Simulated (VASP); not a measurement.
Input for VASP

POSCAR:
```
IrO2
1
    4.5408756667     0.0000000000     0.0000000000
    0.0000000000     4.5408756667     0.0000000000
    0.0000000000     0.0000000000     3.1856701706
Ir O
2 4
Direct
  0.0000000000   0.0000000000   0.0000000000
  0.5000000000   0.5000000000   0.5000000000
  0.3083640912   0.3083640912   0.0000000000
  0.8083640912   0.1916359088   0.5000000000
  0.1916359088   0.8083640912   0.5000000000
  0.6916359088   0.6916359088   0.0000000000
```

### KPOINTS
```
Automatic mesh
0
Gamma
7 7 10
0 0 0
```

INCAR:
```
ALGO  =  Normal
EDIFF  =  1E-6
EDIFFG  =  -0.02
ENCUT  =  620
GGA  =  PE
IBRION  =  2
ISIF  =  3
ISMEAR  =  1
LASPH  =  .TRUE.
LCHARG  =  .FALSE.
LMAXMIX  =  6
LREAL  =  .FALSE.
LWAVE  =  .FALSE.
NELM  =  100
NSW  =  40
PREC  =  Accurate
PSTRESS  =  50
SIGMA  =  0.1
SYSTEM  =  IrO2
```

POTCAR, in this order: Ir O (PBE.64 set). Program: vasp_std.

### Question
Write an equivalent input for Ansatz.

### Answer
One equivalent input (not run):
Ansatz 0.2 input:
```yaml
crystal:
  lattice:
    - [4.5408757, 0.0000000, 0.0000000]
    - [0.0000000, 4.5408757, 0.0000000]
    - [0.0000000, 0.0000000, 3.1856702]
  atoms:
    - { symbol: Ir, position: [0.0000000, 0.0000000, 0.0000000] }
    - { symbol: Ir, position: [0.5000000, 0.5000000, 0.5000000] }
    - { symbol: O, position: [0.3083641, 0.3083641, 0.0000000] }
    - { symbol: O, position: [0.8083641, 0.1916359, 0.5000000] }
    - { symbol: O, position: [0.1916359, 0.8083641, 0.5000000] }
    - { symbol: O, position: [0.6916359, 0.6916359, 0.0000000] }
kpoints:
  mp_grid: { grid: [7, 7, 10] }
hamiltonian:
  xc: pbe
  pseudopotentials: { kind: paw }
scf:
  occupations: { method: methfessel_paxton, width: 0.1 }
  max_iter: 100
relax:
  max_steps: 40
  f_tol: 0.02
  cell: { p_target: 5 }
output: { forces: true, stress: true, eigenvalues: true }
```
Limits of the translation: each code has its own PAW files, so the cut-off isn't converted (ENCUT is set for VASP's; basis.ecutwfc is left out, and Ansatz then takes the one that its files recommend); Ansatz stops its SCF on the density residual and VASP on the energy change (EDIFF).

The compound is IrO2 in the rutile structure. This run relaxes it under an external pressure of 5 GPa. Symmetry was kept, so distortions that lower it aren't found.
